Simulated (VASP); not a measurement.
Given:

```yaml
crystal:
  lattice:
    - [0.00000, 2.29225, 2.29225]
    - [2.29225, 0.00000, 2.29225]
    - [2.29225, 2.29225, 0.00000]
  atoms:
    - { symbol: Li, position: [0.25000, 0.25000, 0.25000] }
    - { symbol: Li, position: [0.75000, 0.75000, 0.75000] }
    - { symbol: O, position: [0.00000, 0.00000, 0.00000] }
```

All values below come from PBEsol GGA, VASP's PBE PAW potentials (set 64) (plane waves; VASP). Numerical set-up: 650 eV cut-off, 9×9×9 Γ-centred mesh, Gaussian smearing of 0.050 eV, potentials Li_sv O.

Question: Give the elastic stiffness tensor with the ions relaxed (GPa, in the frame of the cell).

Answer: 
```tsv
	xx	yy	zz	yz	xz	xy
xx	210	20.8	20.8	0.0	0.0	0.0
yy	20.8	210	20.8	0.0	0.0	0.0
zz	20.8	20.8	210	0.0	0.0	0.0
yz	0.0	0.0	0.0	60.0	0.0	0.0
xz	0.0	0.0	0.0	0.0	60.0	0.0
xy	0.0	0.0	0.0	0.0	0.0	60.0
```

Question: Estimate the Hill bulk modulus, Hill shear modulus, Young's modulus, Poisson's ratio.

Answer: 
```yaml
hill_bulk_modulus: 83.8 GPa
hill_shear_modulus: 720 kbar
Young's modulus: 168 GPa
Poisson's ratio: 0.166
```

The compound is Li2O in the antifluorite structure. It was relaxed first.
